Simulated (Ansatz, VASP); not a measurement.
# Cross-check of FeSi2 (Linzhiite) between VASP and Ansatz, part 2 of 2

One calculation is typed for both programs; each brings its own data sets. How far apart do they land? The cell is taken from a series of runs on this material, whose earlier steps may have relaxed, scaled, displaced or heated it; both programs get it as it stands.

VASP 6.6.1 and Ansatz 0.2.0.

So far: The starting structure; Ansatz: zone-centre phonons, LDA.

### Step 3. VASP: zone-centre phonons, LDA

Level of this step: LDA, no spin polarisation; plane waves and PAW (Si, Fe) (VASP).

The same cell, functional (in two slightly different forms), mesh and smearing now go to VASP, with its own data sets.

Lines of VASP's logs that name or quote its potential files are left out, and so is its time.

The input, INCAR:

```
SYSTEM = FeSi2
PREC = Accurate
ENCUT = 600
EDIFF = 1E-08
NELM = 120
ISMEAR = 1
SIGMA = 0.2
LREAL = .FALSE.
ALGO = Normal
GGA = CA
NBANDS = 14
LASPH = .TRUE.
LORBIT = 11
LWAVE = .FALSE.
LCHARG = .FALSE.
ISIF = 2
IBRION = 8
GGA_COMPAT = .FALSE.
KPAR = 2
```

The input, POSCAR:

```
FeSi2
1.0
    2.6588029261      0.0000000000      0.0000000000
    0.0000000000      2.6588029261      0.0000000000
    0.0000000000      0.0000000000      5.0671940585
Si Fe
2 1
Direct
    0.5000000000      0.5000000000      0.2714297004
    0.5000000000      0.5000000000      0.7285702996
    0.0000000000      0.0000000000      0.0000000000
```

The input, KPOINTS:

```
Automatic mesh
0
Gamma
16 16 8
0 0 0
```

PAW data sets: Si and Fe (LDA family, release 64).

The run is started by

```bash
> mpirun -np 2 vasp_std
```

Numbers of over 12 decimals in the logs are rounded to 6 here.

The log of the run:

```text
[banner, memory and clock lines left out]
running    2 mpi-ranks, on    1 nodes
 distrk:  each k-point on    1 cores,    2 groups
 distr:  one band on    1 cores,    1 groups

 POSCAR found type information on POSCAR SiFe
 POSCAR found :  2 types and       3 ions
 LDA part: xc-table for (Slater(with rela. corr.)+CA(PZ))
 , standard interpolation
 POSCAR, INCAR and KPOINTS ok, starting setup
 FFT: planning ... GRIDC
 FFT: planning ... GRID_SOFT
 FFT: planning ... GRID
 WAVECAR not read
 entering main loop
       N       E                     dE             d eps       ncg     rms          rms(c)
DAV:   1     0.667489044991E+02    0.66749E+02   -0.78268E+03  6356   0.133E+03
DAV:   2    -0.200493864104E+02   -0.86798E+02   -0.77465E+02  6384   0.235E+02
DAV:   3    -0.243603529840E+02   -0.43110E+01   -0.41257E+01  8536   0.578E+01
DAV:   4    -0.244717912836E+02   -0.11144E+00   -0.11122E+00  7452   0.854E+00
DAV:   5    -0.244750702641E+02   -0.32790E-02   -0.32783E-02  8652   0.158E+00    0.173E+01
DAV:   6    -0.267620202368E+02   -0.22869E+01   -0.16414E+01  8250   0.103E+02    0.176E+01
DAV:   7    -0.230586020933E+02    0.37034E+01   -0.13447E+01  8584   0.917E+01    0.561E+00
DAV:   8    -0.228930249938E+02    0.16558E+00   -0.57776E-01  8974   0.988E+00    0.179E+00
DAV:   9    -0.228623071623E+02    0.30718E-01   -0.62560E-02  9042   0.546E+00    0.647E-01
DAV:  10    -0.228606000883E+02    0.17071E-02   -0.49227E-03  7692   0.576E-01    0.101E-01
DAV:  11    -0.228605790118E+02    0.21077E-04   -0.31594E-04  8276   0.189E-01    0.631E-02
DAV:  12    -0.228605713514E+02    0.76604E-05   -0.32195E-05  8092   0.682E-02    0.345E-02
DAV:  13    -0.228605700251E+02    0.13263E-05   -0.84823E-06  9264   0.423E-02    0.112E-02
DAV:  14    -0.228605695480E+02    0.47714E-06   -0.69930E-07  9032   0.106E-02    0.406E-03
DAV:  15    -0.228605695569E+02   -0.89873E-08   -0.17995E-07  7656   0.280E-03    0.162E-03
DAV:  16    -0.228605695508E+02    0.61266E-08   -0.76639E-09  4512   0.167E-03
   1 F= -.22860570E+02 E0= -.22860970E+02  d E =0.120213E-02
 Linear response reoptimize wavefunctions to high precision
DAV:   1    -0.228605695508E+02    0.50932E-10   -0.44905E-09  7840   0.427E-04
DAV:   2    -0.228605695508E+02   -0.10914E-10   -0.15559E-10  3978   0.116E-04
 Linear response DOF=           4
 Linear response progress:
  Degree of freedom:   1/  4
       N       E                     dE             d eps       ncg     rms          rms(c)
RMM:   1    -0.128258549277E-01   -0.12826E-01   -0.22711E-03 36263   0.931E-01
RMM:   2    -0.118823889661E-01    0.94347E-03   -0.41433E-04 21926   0.442E-01    0.711E-02
RMM:   3    -0.119692278260E-01   -0.86839E-04   -0.32867E-04 26924   0.144E-01    0.391E-02
RMM:   4    -0.120839289739E-01   -0.11470E-03   -0.41350E-05 24891   0.593E-02    0.587E-03
RMM:   5    -0.120857955602E-01   -0.18666E-05   -0.97678E-06 28462   0.204E-02    0.324E-03
RMM:   6    -0.120633228581E-01    0.22473E-04   -0.13969E-06 27033   0.913E-03    0.144E-03
RMM:   7    -0.120713260871E-01   -0.80032E-05   -0.17680E-07 25427   0.384E-03    0.322E-04
RMM:   8    -0.120713867813E-01   -0.60694E-07   -0.11563E-08 26973   0.135E-03    0.212E-04
RMM:   9    -0.120713607061E-01    0.26075E-07   -0.14540E-08 27519   0.461E-04    0.475E-05
RMM:  10    -0.120711755507E-01    0.18516E-06   -0.77082E-10 28638   0.142E-04    0.175E-05
RMM:  11    -0.120712292281E-01   -0.53677E-07    0.26556E-10 28988   0.408E-05    0.622E-06
RMM:  12    -0.120712132708E-01    0.15957E-07   -0.21456E-10 29148   0.198E-05    0.318E-06
RMM:  13    -0.120712113568E-01    0.19140E-08   -0.21170E-10 29075   0.122E-05    0.288E-07
 first order change of Fermi-energy   0.27090E-04
 force on displaced ion       1 direction 1 :  -5.137   0.000  -0.002
 Linear response progress:
  Degree of freedom:   2/  4
       N       E                     dE             d eps       ncg     rms          rms(c)
RMM:   1    -0.343928516974E-01   -0.34393E-01    0.10128E-01 14305   0.181E+00
RMM:   2    -0.320376144222E-01    0.23552E-02   -0.18200E-03  8496   0.740E-01    0.196E-01
RMM:   3    -0.326103677219E-01   -0.57275E-03   -0.18704E-03  7756   0.584E-01    0.260E-01
RMM:   4    -0.320804620371E-01    0.52991E-03   -0.85923E-04  7267   0.435E-01    0.804E-02
RMM:   5    -0.322044603448E-01   -0.12400E-03   -0.23450E-04 10242   0.111E-01    0.249E-02
RMM:   6    -0.322223005827E-01   -0.17840E-04   -0.17435E-05  9710   0.360E-02    0.110E-02
RMM:   7    -0.322342940260E-01   -0.11993E-04   -0.26338E-06  9062   0.196E-02    0.168E-03
RMM:   8    -0.322341221349E-01    0.17189E-06   -0.96937E-07 10754   0.753E-03    0.722E-04
RMM:   9    -0.322333732824E-01    0.74885E-06   -0.83883E-08 10424   0.204E-03    0.400E-04
RMM:  10    -0.322333567466E-01    0.16536E-07   -0.69424E-09 10720   0.593E-04    0.797E-05
RMM:  11    -0.322332648937E-01    0.91853E-07   -0.16548E-09 10652   0.229E-04    0.323E-05
RMM:  12    -0.322332203477E-01    0.44546E-07   -0.58840E-10 10678   0.793E-05    0.115E-05
RMM:  13    -0.322332134268E-01    0.69209E-08   -0.37011E-10 10295   0.379E-05    0.433E-06
 first order change of Fermi-energy  -0.18620E-01
 force on displaced ion       1 direction 3 :  -0.000  -0.000 -20.201
 Linear response progress:
  Degree of freedom:   3/  4
       N       E                     dE             d eps       ncg     rms          rms(c)
RMM:   1    -0.165259751353E+00   -0.16526E+00   -0.82716E-02 18548   0.281E+00
RMM:   2    -0.165545648690E+00   -0.28590E-03   -0.28254E-03 15231   0.642E-01    0.207E-01
RMM:   3    -0.165395194449E+00    0.15045E-03   -0.47610E-04 17817   0.152E-01    0.124E-01
RMM:   4    -0.165815396723E+00   -0.42020E-03   -0.34809E-04 18365   0.131E-01    0.991E-03
RMM:   5    -0.165762260505E+00    0.53136E-04   -0.10247E-05 18354   0.274E-02    0.664E-03
RMM:   6    -0.165758745935E+00    0.35146E-05   -0.13654E-06 15354   0.153E-02    0.608E-03
RMM:   7    -0.165755299710E+00    0.34462E-05   -0.38218E-07 14583   0.989E-03    0.784E-04
RMM:   8    -0.165750425767E+00    0.48739E-05   -0.14852E-07 19080   0.253E-03    0.356E-04
RMM:   9    -0.165750267333E+00    0.15843E-06   -0.13405E-08 18305   0.787E-04    0.142E-04
RMM:  10    -0.165749188541E+00    0.10788E-05   -0.32766E-09 19291   0.287E-04    0.552E-05
RMM:  11    -0.165749291565E+00   -0.10302E-06   -0.22889E-09 19195   0.101E-04    0.155E-05
RMM:  12    -0.165749298579E+00   -0.70145E-08   -0.23278E-09 19766   0.469E-05    0.225E-06
 first order change of Fermi-energy   0.52082E-03
 force on displaced ion       3 direction 1 :  -9.255   0.000   0.000
 Linear response progress:
  Degree of freedom:   4/  4
       N       E                     dE             d eps       ncg     rms          rms(c)
RMM:   1    -0.189783811380E+00   -0.18978E+00   -0.10434E-01 11167   0.257E+00
RMM:   2    -0.183040188503E+00    0.67436E-02   -0.26496E-03  7910   0.855E-01    0.236E-01
RMM:   3    -0.182164379353E+00    0.87581E-03   -0.20195E-03  9861   0.327E-01    0.123E-01
RMM:   4    -0.182288324144E+00   -0.12394E-03   -0.38231E-04 10152   0.110E-01    0.592E-02
RMM:   5    -0.182571331939E+00   -0.28301E-03   -0.11990E-04  9685   0.905E-02    0.118E-02
RMM:   6    -0.182580537092E+00   -0.92052E-05   -0.71386E-06  8378   0.316E-02    0.698E-03
RMM:   7    -0.182584639312E+00   -0.41022E-05   -0.26628E-06  9542   0.141E-02    0.306E-03
RMM:   8    -0.182572581292E+00    0.12058E-04   -0.56707E-07  9962   0.522E-03    0.632E-04
RMM:   9    -0.182573809956E+00   -0.12287E-05   -0.45803E-08 10325   0.169E-03    0.500E-04
RMM:  10    -0.182572905078E+00    0.90488E-06   -0.83563E-09 10682   0.442E-04    0.183E-04
RMM:  11    -0.182573302896E+00   -0.39782E-06   -0.48845E-09 10231   0.272E-04    0.315E-05
RMM:  12    -0.182573376669E+00   -0.73773E-07   -0.32823E-09 10735   0.108E-04    0.155E-05
RMM:  13    -0.182573354137E+00    0.22532E-07   -0.13580E-09 10879   0.489E-05    0.849E-06
RMM:  14    -0.182573372043E+00   -0.17906E-07   -0.14280E-09 10369   0.323E-05    0.142E-06
RMM:  15    -0.182573374970E+00   -0.29267E-08   -0.14148E-09 10567   0.266E-05    0.146E-06
 first order change of Fermi-energy   0.36081E-02
 force on displaced ion       3 direction 3 :  -0.000  -0.000 -14.201
 Linear response finished
```

Parts of OUTCAR (step 3):

```text
ion  position               nearest neighbor table
   1  0.500  0.500  0.271-   2 2.32   3 2.33   3 2.33   3 2.33   3 2.33   2 2.75
   2  0.500  0.500  0.729-   1 2.32   3 2.33   3 2.33   3 2.33   3 2.33   1 2.75
   3  0.000  0.000  0.000-   1 2.33   2 2.33   1 2.33   2 2.33   1 2.33   2 2.33   1 2.33   2 2.33

  LATTYP: Found a simple tetragonal cell.
 ALAT       =     2.6588029261
 C/A-ratio  =     1.9058178433

 Subroutine GETGRP returns: Found 16 space group operations
 (whereof 16 operations were pure point group operations)

The static configuration has the point symmetry D_4h.

 Found    225 irreducible k-points:

   k-points           NKPTS =    225   k-points in BZ     NKDIM =    225   number of bands    NBANDS=     14

   dimension x,y,z NGX =    24 NGY =   24 NGZ =   40
   dimension x,y,z NGXF=    48 NGYF=   48 NGZF=   80

   ENCUT  =  600.0 eV  44.10 Ry    6.64 a.u.   5.31  5.31 10.12*2*pi/ulx,y,z

   NELECT =      16.0000    total number of electrons

 k-points in reciprocal lattice and weights: Automatic mesh
   0.00000000  0.00000000  0.00000000       0.000
   0.06250000  0.00000000  0.00000000       0.002
   0.12500000  0.00000000  0.00000000       0.002
   0.18750000  0.00000000  0.00000000       0.002
   0.25000000  0.00000000  0.00000000       0.002
   0.31250000  0.00000000  0.00000000       0.002
   0.37500000  0.00000000  0.00000000       0.002
   0.43750000  0.00000000  0.00000000       0.002
   0.50000000  0.00000000  0.00000000       0.001
[...]
0.50000000  0.43750000  0.50000000       0.002
   0.50000000  0.50000000  0.50000000       0.000

 average (electrostatic) potential at core
       1 -81.0879       2 -81.0879       3 -39.6180

  Total        0.1191353      0.1191353      0.1180368      0.0000000      0.0000000      0.0000000
  in kB        5.3285768      5.3285768      5.2794428      0.0000000      0.0000000      0.0000000
  external PRESSURE =       5.3121988 kB  Pullay stress =       0.0000000 kB

  energy-cutoff  :      600.00
  volume of cell :       35.82
      direct lattice vectors                 reciprocal lattice vectors
     2.658802926  0.000000000  0.000000000     0.376109109  0.000000000  0.000000000
     0.000000000  2.658802926  0.000000000     0.000000000  0.376109109  0.000000000
     0.000000000  0.000000000  5.067194059     0.000000000  0.000000000  0.197347879

 POSITION                                       TOTAL-FORCE (eV/Angst)
 -----------------------------------------------------------------------------------
      1.32940      1.32940      1.37539         0.000000     -0.000000      0.032487
      1.32940      1.32940      3.69181         0.000000      0.000000     -0.032487
      0.00000      0.00000      0.00000         0.000000      0.000000     -0.000000
 -----------------------------------------------------------------------------------
    total drift:                               -0.000000      0.000000      0.000000

 Eigenvectors and eigenvalues of the dynamical matrix
 ----------------------------------------------------

   1 f  =   17.023378 THz   106.961040 2PiTHz  567.838778 cm-1    70.403004 meV
             X         Y         Z           dx          dy          dz
      1.329401  1.329401  1.375387    -0.000000   -0.000000   -0.707107
      1.329401  1.329401  3.691807    -0.000000   -0.000000    0.707107
      0.000000  0.000000  0.000000     0.000000   -0.000000   -0.000000

   2 f  =   11.132773 THz    69.949275 2PiTHz  371.349332 cm-1    46.041429 meV
             X         Y         Z           dx          dy          dz
      1.329401  1.329401  1.375387     0.000000   -0.000000   -0.499280
      1.329401  1.329401  3.691807     0.000000   -0.000000   -0.499280
      0.000000  0.000000  0.000000    -0.000000    0.000000    0.708124

   3 f  =    8.987259 THz    56.468611 2PiTHz  299.782676 cm-1    37.168298 meV
             X         Y         Z           dx          dy          dz
      1.329401  1.329401  1.375387     0.255171   -0.429141   -0.000000
      1.329401  1.329401  3.691807     0.255171   -0.429141   -0.000000
      0.000000  0.000000  0.000000    -0.361916    0.608662   -0.000000

   4 f  =    8.987259 THz    56.468611 2PiTHz  299.782676 cm-1    37.168298 meV
             X         Y         Z           dx          dy          dz
      1.329401  1.329401  1.375387    -0.429141   -0.255171    0.000000
      1.329401  1.329401  3.691807    -0.429141   -0.255171   -0.000000
      0.000000  0.000000  0.000000     0.608662    0.361916   -0.000000

   5 f  =    7.010368 THz    44.047439 2PiTHz  233.840692 cm-1    28.992538 meV
             X         Y         Z           dx          dy          dz
      1.329401  1.329401  1.375387     0.696838    0.120068   -0.000000
      1.329401  1.329401  3.691807    -0.696838   -0.120068    0.000000
      0.000000  0.000000  0.000000     0.000000    0.000000   -0.000000

   6 f  =    7.010368 THz    44.047439 2PiTHz  233.840692 cm-1    28.992538 meV
             X         Y         Z           dx          dy          dz
      1.329401  1.329401  1.375387     0.120068   -0.696838    0.000000
      1.329401  1.329401  3.691807    -0.120068    0.696838    0.000000
      0.000000  0.000000  0.000000    -0.000000   -0.000000    0.000000

   7 f/i=    0.000024 THz     0.000148 2PiTHz    0.000787 cm-1     0.000098 meV
             X         Y         Z           dx          dy          dz
      1.329401  1.329401  1.375387    -0.000000    0.000000   -0.500719
      1.329401  1.329401  3.691807    -0.000000    0.000000   -0.500719
      0.000000  0.000000  0.000000    -0.000000    0.000001   -0.706088

   8 f/i=    0.000096 THz     0.000600 2PiTHz    0.003187 cm-1     0.000395 meV
             X         Y         Z           dx          dy          dz
      1.329401  1.329401  1.375387     0.012308   -0.500574   -0.000000
      1.329401  1.329401  3.691807     0.012308   -0.500574   -0.000000
      0.000000  0.000000  0.000000     0.017355   -0.705866   -0.000001

   9 f/i=    0.000096 THz     0.000600 2PiTHz    0.003187 cm-1     0.000395 meV
             X         Y         Z           dx          dy          dz
      1.329401  1.329401  1.375387    -0.500574   -0.012308   -0.000000
      1.329401  1.329401  3.691807    -0.500574   -0.012308   -0.000000
      0.000000  0.000000  0.000000    -0.705866   -0.017355   -0.000000

 ELASTIC MODULI CONTR FROM IONIC RELAXATION (kBar)
 Direction    XX          YY          ZZ          XY          YZ          ZX
 --------------------------------------------------------------------------------
 XX        -173.4350   -173.4350     31.5486      0.0000     -0.0000     -0.0000
 YY        -173.4350   -173.4350     31.5486      0.0000     -0.0000     -0.0000
 ZZ          31.5486     31.5486     -5.7388      0.0000      0.0000      0.0000
 XY           0.0000      0.0000      0.0000      0.0000      0.0000      0.0000
 YZ          -0.0000     -0.0000      0.0000      0.0000   -547.5820     -0.0000
 ZX          -0.0000     -0.0000      0.0000      0.0000     -0.0000   -418.2757
 --------------------------------------------------------------------------------
```

This run has no spin polarisation, so a moment on Fe, if there is one, isn't seen.

### Step 4. Differences

Known differences besides the potentials themselves: the two LDA forms differ slightly; the data sets hold 24 valence electrons in Ansatz (on its PAW soft_1 files) and 16 in VASP; the cutoff is 420 eV in Ansatz and 600 eV in VASP; VASP's log shows a relativistic correction to its local exchange, Ansatz's none. Total energies have different zeros and are not compared.

Both answers:

```tsv
quantity	Ansatz	VASP	difference
optical mode 1 to 2 (cm⁻¹)	231.7	233.8	-0.91 %
optical mode 3 to 4 (cm⁻¹)	294.5	299.8	-1.76 %
optical mode 5 (cm⁻¹)	367.4	371.3	-1.05 %
optical mode 6 (cm⁻¹)	567.2	567.8	-0.11 %
```

Modes are paired by rising frequency, not by their patterns, so a pair may set unlike modes beside each other; they are those without the splitting of longitudinal modes.

### Step 5. Summary of results

```
r.m.s. difference of the optical zone-centre modes, each program's sorted by frequency (zone-centre phonons, LDA) : 3.7 cm⁻¹
difference in optical mode 3 to 4 (zone-centre phonons, LDA)                                                      : -1.8 %
```

The r.m.s. difference of the optical zone-centre modes, each program's sorted by frequency is 3.7 cm⁻¹ (zone-centre phonons, LDA). The data sets hold unlike numbers of valence electrons (24 in Ansatz and 16 in VASP), so part of the differences comes from the potentials. Among the rows given in per cent, the largest difference of the zone-centre phonons, LDA pair is in optical mode 3 to 4, -1.8 %. Such differences can come from data sets, numerical settings and the points named under the comparisons, not from the functional's error against experiment.

[Lines on the potential files, build, host, timing and source positions are cut from VASP's logs without a mark.]

[Logs are printed without paths, hosts, clocks, repeated set-up lines and the standing remarks that a program may print on its own settings, such as how far it seeks lower states.]

[Hosts, paths, dates, database ids (printed as entryN), source tags and the programs' standing remarks are cut or masked in the printed files.]
